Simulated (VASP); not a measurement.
```
MoSi
1.0
    0.00000     2.74614     2.74614
    2.74614     0.00000     2.74614
    2.74614     2.74614     0.00000
Mo Si
1 1
Direct
  0.00000   0.00000   0.00000
  0.25000   0.25000   0.25000
```

Computed with PBEsol GGA, VASP's PBE PAW potentials (set 64) (plane waves; VASP 6.6.1). Run with 400 eV cut-off, 13×13×13 Γ-centred mesh, tetrahedra with Blöchl corrections, potentials Mo_sv Si.

Question: The job: MoSi (relaxed from the zinc blende structure, space group F-43m), 2 atoms, PBEsol, static run, 400 eV, 13×13×13 Γ-centred mesh. Roughly how much core time does it take on a busy server core?

Answer: About 20 core-seconds (one run on a shared machine, a rough figure). It had 84 irreducible k-points, 13 bands, up to 769 plane waves and 14 electronic steps.

The structure was generated: MoSi was put into the zinc blende type (F-43m), which need not be its known phase. It was relaxed first, which changed the volume by -28 %.
